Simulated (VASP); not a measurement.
Computed with LDA (Ceperley-Alder, Perdew-Zunger) with D2 dispersion, VASP's LDA PAW potentials (set 64) (plane waves; VASP).

VASP ran on this input.

### INCAR
```
ALGO  =  Normal
EDIFF  =  1E-6
ENCUT  =  300
ISIF  =  2
ISMEAR  =  0
IVDW  =  10
LASPH  =  .TRUE.
LCHARG  =  .FALSE.
LREAL  =  .FALSE.
LWAVE  =  .FALSE.
NELM  =  100
PREC  =  Accurate
SIGMA  =  0.01
SYSTEM  =  NaCl
```

POSCAR:
```
NaCl
2.8566520
  0.0000000000   1.0000000000   1.0000000000
  1.0000000000   0.0000000000   1.0000000000
  1.0000000000   1.0000000000   0.0000000000
Na Cl
1 1
Cartesian
  0.0000000000   0.0000000000   0.0000000000
  1.0000000000   1.0000000000   1.0000000000
```

File KPOINTS:
```
K-points
0
G
  10 10 10
```

POTCAR, in this order: Na_pv Cl (LDA.64 set). Program: vasp_std.

The run wrote:

File stdout:
```
 POSCAR found type information on POSCAR NaCl
 POSCAR found :  2 types and       2 ions
 Reading from existing POTCAR
 Reading from existing POTCAR

 -----------------------------------------------------------------------------
|                                                                             |
|     EEEEEEE  RRRRRR   RRRRRR   OOOOOOO  RRRRRR      ###     ###     ###     |
|     E        R     R  R     R  O     O  R     R     ###     ###     ###     |
|     E        R     R  R     R  O     O  R     R     ###     ###     ###     |
|     EEEEE    RRRRRR   RRRRRR   O     O  RRRRRR       #       #       #      |
|     E        R   R    R   R    O     O  R   R                               |
|     E        R    R   R    R   O     O  R    R      ###     ###     ###     |
|     EEEEEEE  R     R  R     R  OOOOOOO  R     R     ###     ###     ###     |
|                                                                             |
|     vdw_forces_G: ERROR unsupported xc-functional:                          |
|      please define parameter VDW_SR for this functional                     |
|                                                                             |
|       ---->  I REFUSE TO CONTINUE WITH THIS SICK JOB ... BYE!!! <----       |
|                                                                             |
 -----------------------------------------------------------------------------
```

VASP stops with an error: vdw_forces_G: ERROR unsupported xc-functional: please define parameter VDW_SR for this functional ----> I REFUSE TO CONTINUE WITH THIS SICK JOB ... BYE!!! <----

The structure comes from a computed database's NaCl entry; how it stands against other phases isn't given here. The cell was not relaxed at this level. The run is one of a series of settings (IVDW = 10 against the base run), some of them coarse on purpose.
